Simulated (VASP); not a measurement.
# Native point defects of MoS2, part 4 of 7

Which native defect is cheapest in MoS2, and how does that change with the growth condition? The start is a cell from a database of measured crystal structures.

VASP 6.6.1, plane waves and PAW; the level of theory is named at each step.

So far. Step 2 (Relaxing the host crystal): The run ended after 8 ionic steps, 0.007 eV below its first step, once forces and stress met EDIFFG = -0.02.

### Step 4. The perfect supercell

Level of this step: PBEsol, no spin polarisation; plane waves and PAW (Mo, S) (VASP).

System of this step: MoS2. The cell holds 54 atoms: 18 Mo and 36 S. Cell: a = 12.922 Å, b = 19.382 Å, c = 19.382 Å, α = 28.2°, β = 28.2°, γ = 28.2°. It derives from MoS2.

The same cell, mesh and cutoff without the defect give the energy to subtract and, in a gapped host, the band edges to count from, so that most errors cancel.

Input file INCAR:

```
SYSTEM = MoS2
PREC = Normal
ENCUT = 300
EDIFF = 1E-05
NELM = 120
ISMEAR = 0
SIGMA = 0.05
LREAL = Auto
ALGO = Fast
GGA = PS
NBANDS = 200
LASPH = .TRUE.
LORBIT = 11
LWAVE = .FALSE.
LCHARG = .FALSE.
KPAR = 4
NCORE = 2
```

Input file POSCAR:

```
MoS2
1.0
    3.1431429252      1.8146944140     12.4013934838
   -4.7147143878      2.7220416210     18.6020902257
    0.0000000000     -5.4440832417     18.6020902257
Mo S
18 36
Direct
    0.0000398588      0.0000265726      0.0000265726
    0.0000398588      0.0000265726      0.3333599059
    0.0000398588      0.0000265726      0.6666932392
    0.0000398588      0.3333599059      0.0000265726
    0.0000398588      0.3333599059      0.3333599059
    0.0000398588      0.3333599059      0.6666932392
    0.0000398588      0.6666932392      0.0000265726
    0.0000398588      0.6666932392      0.3333599059
    0.0000398588      0.6666932392      0.6666932392
    0.5000398588      0.0000265726      0.0000265726
    0.5000398588      0.0000265726      0.3333599059
    0.5000398588      0.0000265726      0.6666932392
    0.5000398588      0.3333599059      0.0000265726
    0.5000398588      0.3333599059      0.3333599059
    0.5000398588      0.3333599059      0.6666932392
    0.5000398589      0.6666932392      0.0000265726
    0.5000398589      0.6666932392      0.3333599059
    0.5000398588      0.6666932392      0.6666932392
    0.2086753140      0.1391168760      0.1391168760
    0.2086753140      0.1391168760      0.4724502093
    0.2086753140      0.1391168760      0.8057835427
    0.2086753140      0.4724502093      0.1391168760
    0.2086753140      0.4724502093      0.4724502093
    0.2086753140      0.4724502093      0.8057835427
    0.2086753140      0.8057835427      0.1391168760
    0.2086753140      0.8057835427      0.4724502093
    0.2086753140      0.8057835427      0.8057835427
    0.7086753140      0.1391168760      0.1391168760
    0.7086753140      0.1391168760      0.4724502093
    0.7086753140      0.1391168760      0.8057835427
    0.7086753140      0.4724502093      0.1391168760
    0.7086753140      0.4724502093      0.4724502093
    0.7086753140      0.4724502093      0.8057835427
    0.7086753140      0.8057835427      0.1391168760
    0.7086753140      0.8057835427      0.4724502093
    0.7086753140      0.8057835427      0.8057835427
    0.1247848271      0.0831898848      0.0831898848
    0.1247848272      0.0831898848      0.4165232181
    0.1247848271      0.0831898848      0.7498565514
    0.1247848272      0.4165232181      0.0831898848
    0.1247848271      0.4165232181      0.4165232181
    0.1247848271      0.4165232181      0.7498565514
    0.1247848271      0.7498565514      0.0831898848
    0.1247848271      0.7498565514      0.4165232181
    0.1247848271      0.7498565514      0.7498565514
    0.6247848271      0.0831898848      0.0831898848
    0.6247848272      0.0831898848      0.4165232181
    0.6247848271      0.0831898848      0.7498565514
    0.6247848271      0.4165232181      0.0831898848
    0.6247848271      0.4165232181      0.4165232181
    0.6247848271      0.4165232181      0.7498565514
    0.6247848271      0.7498565514      0.0831898848
    0.6247848271      0.7498565514      0.4165232181
    0.6247848271      0.7498565514      0.7498565514
```

Input file KPOINTS:

```
Automatic mesh
0
Gamma
2 2 2
0 0 0
```

PAW data sets: Mo and S (PBE family, release 64).

Started as:

```sh
$ mpirun -np 8 vasp_std
```

Output:

```text
[banner, memory and clock lines left out]
running    8 mpi-ranks, on    1 nodes
 distrk:  each k-point on    2 cores,    4 groups
 distr:  one band on    2 cores,    1 groups

 POSCAR found type information on POSCAR MoS
 POSCAR found :  2 types and      54 ions
 [... a notice as in an earlier step ...]

 LDA part: xc-table for (Slater+PW92), standard interpolation
 POSCAR, INCAR and KPOINTS ok, starting setup
 FFT: planning ... GRIDC
 FFT: planning ... GRID_SOFT
 FFT: planning ... GRID
 WAVECAR not read
 entering main loop
       N       E                     dE             d eps       ncg     rms          rms(c)
DAV:   1     0.127201562285E+04    0.12720E+04   -0.10535E+05  2424   0.925E+02
DAV:   2    -0.306244229938E+03   -0.15783E+04   -0.15031E+04  2968   0.229E+02
DAV:   3    -0.442740869647E+03   -0.13650E+03   -0.13514E+03  2992   0.649E+01
DAV:   4    -0.447887456314E+03   -0.51466E+01   -0.51197E+01  3296   0.133E+01
DAV:   5    -0.448015288203E+03   -0.12783E+00   -0.12744E+00  3144   0.207E+00    0.119E+02
RMM:   6    -0.425244456270E+03    0.22771E+02   -0.13788E+02  2592   0.171E+01    0.389E+01
RMM:   7    -0.421020440702E+03    0.42240E+01   -0.24326E+01  2499   0.903E+00    0.258E+01
RMM:   8    -0.421159652577E+03   -0.13921E+00   -0.11399E+01  2727   0.566E+00    0.481E+00
RMM:   9    -0.421096278021E+03    0.63375E-01   -0.28669E+00  2920   0.299E+00    0.432E+00
RMM:  10    -0.421111989459E+03   -0.15711E-01   -0.70869E-01  3368   0.111E+00    0.196E+00
RMM:  11    -0.421103426225E+03    0.85632E-02   -0.13270E-01  3040   0.538E-01    0.121E+00
RMM:  12    -0.421104536570E+03   -0.11103E-02   -0.21324E-02  3093   0.239E-01    0.384E-01
RMM:  13    -0.421104982462E+03   -0.44589E-03   -0.65026E-03  2967   0.137E-01    0.324E-01
RMM:  14    -0.421104702683E+03    0.27978E-03   -0.27503E-03  3057   0.780E-02    0.174E-01
RMM:  15    -0.421104666440E+03    0.36242E-04   -0.92721E-04  3286   0.390E-02    0.608E-02
RMM:  16    -0.421104672502E+03   -0.60613E-05   -0.23464E-04  3130   0.182E-02    0.168E-02
RMM:  17    -0.421104670396E+03    0.21061E-05   -0.34247E-05  2215   0.924E-03
   1 F= -.42110467E+03 E0= -.42110467E+03  d E =-.419826E-11
```

Wall time 9 min (8 MPI ranks of AMD EPYC 7R43, shared host); peak memory 4.5 GiB.

OUTCAR, selected parts (step 4):

```text
  LATTYP: Found a base centered monoclinic cell.
 ALAT       =    17.7526684001
 B/A-ratio  =     0.5311555741
 C/A-ratio  =     0.7278664668
 COS(beta)  =    -0.4694617028

 Subroutine GETGRP returns: Found  2 space group operations
 (whereof  2 operations were pure point group operations)

The static configuration has the point symmetry C_1h.

 Found      6 irreducible k-points:

   k-points           NKPTS =      6   k-points in BZ     NKDIM =      6   number of bands    NBANDS=    200

   dimension x,y,z NGX =    56 NGY =   84 NGZ =   84
   dimension x,y,z NGXF=   112 NGYF=  168 NGZF=  168

   ENCUT  =  300.0 eV  22.05 Ry    4.70 a.u.  18.25 27.37 27.37*2*pi/ulx,y,z

   NELECT =     324.0000    total number of electrons

 E-fermi :   6.0090

 k-point     1 :       0.0000    0.0000    0.0000
  band No.  band energies     occupation
    ...
    158       4.6918      2.00000
    159       5.0452      2.00000
    160       5.0452      2.00000
    161       5.1503      2.00000
    162       5.1503      2.00000
    163       6.9479      0.00000
    164       6.9479      0.00000
    165       7.2743      0.00000
    166       7.2744      0.00000
    167       7.2744      0.00000
    ...

 k-point     2 :       0.5000    0.0000    0.0000
  band No.  band energies     occupation
    ...
    158       4.9444      2.00000
    159       4.9444      2.00000
    160       4.9444      2.00000
    161       5.4794      2.00000
    162       5.4794      2.00000
    163       7.0577      0.00000
    164       7.0577      0.00000
    165       7.1024      0.00000
    166       7.1024      0.00000
    167       7.1024      0.00000
    ...

  Total       -2.6419857     -2.5267081     -1.7706579     -0.0998334     -0.0053363     -0.0092427
  in kB       -4.4327084     -4.2392963     -2.9707996     -0.1674998     -0.0089532     -0.0155073
  external PRESSURE =      -3.8809348 kB  Pullay stress =       0.0000000 kB

  energy-cutoff  :      300.00
  volume of cell :      954.93
      direct lattice vectors                 reciprocal lattice vectors
     3.143142925  1.814694414 12.401393484     0.159076444  0.091842828  0.026878700
    -4.714714388  2.722041621 18.602090226    -0.106050963  0.061228552  0.017919133
     0.000000000 -5.444083242 18.602090226     0.000000000 -0.122457104  0.017919133

 POSITION                                       TOTAL-FORCE (eV/Angst)
 -----------------------------------------------------------------------------------
     -0.00000     -0.00000      0.00148         0.001981      0.001144      0.016497
     -0.00000     -1.81469      6.20218         0.001981      0.001144      0.016497
     -0.00000     -3.62939     12.40288         0.001981      0.001144      0.016497
     -1.57157      0.90735      6.20218         0.001981      0.001144      0.016497
     -1.57157     -0.90735     12.40288         0.001981      0.001144      0.016497
     -1.57157     -2.72204     18.60357         0.001981      0.001144      0.016497
     -3.14314      1.81469     12.40288         0.001981      0.001144      0.016497
     -3.14314     -0.00000     18.60357         0.001981      0.001144      0.016497
     -3.14314     -1.81469     24.80427         0.001981      0.001144      0.016497
      1.57157      0.90735      6.20218         0.001981      0.001144      0.016497
      1.57157     -0.90735     12.40288         0.001981      0.001144      0.016497
      1.57157     -2.72204     18.60357         0.001981      0.001144      0.016497
     -0.00000      1.81469     12.40288         0.001981      0.001144      0.016497
     -0.00000      0.00000     18.60357         0.001981      0.001144      0.016497
     -0.00000     -1.81469     24.80427         0.001981      0.001144      0.016497
     -1.57157      2.72204     18.60357         0.001981      0.001144      0.016497
     -1.57157      0.90735     24.80427         0.001981      0.001144      0.016497
     -1.57157     -0.90735     31.00497         0.001981      0.001144      0.016497
     -0.00000      0.00000      7.76359        -0.001012     -0.000584     -0.017200
     -0.00000     -1.81469     13.96429        -0.001012     -0.000584     -0.017200
     -0.00000     -3.62939     20.16499        -0.001012     -0.000584     -0.017200
     -1.57157      0.90735     13.96429        -0.001012     -0.000584     -0.017200
     -1.57157     -0.90735     20.16499        -0.001012     -0.000584     -0.017200
     -1.57157     -2.72204     26.36568        -0.001012     -0.000584     -0.017200
     -3.14314      1.81469     20.16499        -0.001012     -0.000584     -0.017200
     -3.14314      0.00000     26.36568        -0.001012     -0.000584     -0.017200
     -3.14314     -1.81469     32.56638        -0.001012     -0.000584     -0.017200
      1.57157      0.90735     13.96429        -0.001012     -0.000584     -0.017200
      1.57157     -0.90735     20.16499        -0.001012     -0.000584     -0.017200
      1.57157     -2.72204     26.36568        -0.001012     -0.000584     -0.017200
      0.00000      1.81469     20.16499        -0.001012     -0.000584     -0.017200
      0.00000      0.00000     26.36568        -0.001012     -0.000584     -0.017200
      0.00000     -1.81469     32.56638        -0.001012     -0.000584     -0.017200
     -1.57157      2.72204     26.36568        -0.001012     -0.000584     -0.017200
     -1.57157      0.90735     32.56638        -0.001012     -0.000584     -0.017200
     -1.57157     -0.90735     38.76708        -0.001012     -0.000584     -0.017200
     -0.00000     -0.00000      4.64252        -0.000970     -0.000560      0.000703
      0.00000     -1.81469     10.84321        -0.000970     -0.000560      0.000703
[...]
-----------------------------------------------------------------------------------
    total drift:                               -0.000295     -0.000171     -0.151455

  FREE ENERGIE OF THE ION-ELECTRON SYSTEM (eV)
  ---------------------------------------------------
  free  energy   TOTEN  =      -421.1046703956 eV

  energy  without entropy=     -421.1046703956  energy(sigma->0) =     -421.10467040

 total charge
# of ion       s       p       d       tot
------------------------------------------
    1        0.425   0.628   4.494   5.547
    2        0.425   0.628   4.494   5.547
    3        0.425   0.628   4.494   5.547
    4        0.425   0.628   4.494   5.547
    5        0.425   0.628   4.494   5.547
    6        0.425   0.628   4.494   5.547
    7        0.425   0.628   4.494   5.547
    8        0.425   0.628   4.494   5.547
    9        0.425   0.628   4.494   5.547
   10        0.425   0.628   4.494   5.547
   11        0.425   0.628   4.494   5.547
   12        0.425   0.628   4.494   5.547
   13        0.425   0.628   4.494   5.547
   14        0.425   0.628   4.494   5.547
   15        0.425   0.628   4.494   5.547
   16        0.425   0.628   4.494   5.547
   17        0.425   0.628   4.494   5.547
   18        0.425   0.628   4.494   5.547
   19        1.360   2.323   0.000   3.683
   20        1.360   2.323   0.000   3.683
   21        1.360   2.323   0.000   3.683
   22        1.360   2.323   0.000   3.683
   23        1.360   2.323   0.000   3.683
   24        1.360   2.323   0.000   3.683
   25        1.360   2.323   0.000   3.683
   26        1.360   2.323   0.000   3.683
   27        1.360   2.323   0.000   3.683
   28        1.360   2.323   0.000   3.683
   29        1.360   2.323   0.000   3.683
   30        1.360   2.323   0.000   3.683
   31        1.360   2.323   0.000   3.683
   32        1.360   2.323   0.000   3.683
   33        1.360   2.323   0.000   3.683
   34        1.360   2.323   0.000   3.683
   35        1.360   2.323   0.000   3.683
   36        1.360   2.323   0.000   3.683
   37        1.359   2.324   0.000   3.684
[...]
--------------------------------------------------
tot         56.597  94.964  80.891 232.452

[... 7 further parts left out ...]
```

This step gave:

- electronic cycles: 17
- electrons: 324
- free energy (TOTEN): -421.1047 eV
- Fermi energy: 6.009 eV
- gap on the k-mesh: 0.9687 eV

No direct gap is given, since this cell folds other wave vectors onto the zone centre.

The perfect cell has a gap of 0.97 eV on this mesh, with its valence-band top at 5.782 eV, and charged states follow.

(Continued in part 5 of 7.)

[Lines on the potential files, build, host, timing and source positions are cut from VASP's logs without a mark.]

[Logs are printed without paths, hosts, clocks, repeated set-up lines and the standing remarks that a program may print on its own settings, such as how far it seeks lower states.]

[Hosts, paths, dates, database ids (printed as entryN), source tags and the programs' standing remarks are cut or masked in the printed files.]

[In band tables of VASP the shares of atoms and orbitals are scaled to a sum of 1 inside the atoms' spheres.]

[Runs that stopped without an error message from VASP are left out.]
